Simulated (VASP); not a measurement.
A run of VASP 6.6.1 is set up as follows.

INCAR

```
PREC = Accurate
ENCUT = 600
EDIFF = 1E-6
ISMEAR = 0
SIGMA = 0.03
LREAL = False
LASPH = True
NELM = 80
ALGO = Normal
ISIF = 3
LWAVE = False
LCHARG = False
GGA = PE
IBRION = 2
NSW = 90
EDIFFG = -0.01
KPAR = 2
```

The input KPOINTS:

```
regular mesh
0
Gamma
  12 12 5
```

File POSCAR:

```
GaN
1.0
    3.1800000000      0.0000000000      0.0000000000
   -1.5900000000      2.7539607800      0.0000000000
    0.0000000000      0.0000000000      5.1660000000
Ga N
2 2
Direct
    0.3333333300      0.6666666700      0.0000000000
    0.6666666700      0.3333333300      0.5000000000
    0.3333333300      0.6666666700      0.3750000000
    0.6666666700      0.3333333300      0.8750000000
```

Potentials or basis: VASP PAW PBE potentials, release 64 (Ga_d, N).

Launch:

```sh
$ cat potpaw_PBE.64/Ga_d/POTCAR potpaw_PBE.64/N/POTCAR > POTCAR
$ mpirun -np 2 vasp_std > vasp.out
```

Question: Predict the band gap on the k mesh.

Answer: 1.72 eV, direct.

Question: Predict the space group after relaxing (to 0.05 Å).

Answer: P6_3mc (No. 186).

Question: Predict the relaxed volume.

Answer: 11.75 Å³/atom.

Forces on the atoms (eV/Å):
```
Ga   0.000  0.000 -0.007
Ga   0.000  0.000 -0.007
N    0.000  0.000  0.007
N    0.000  0.000  0.007
```

PBE usually gives volumes a little too large and moduli too small. Zero-point motion and thermal expansion aren't in these numbers.
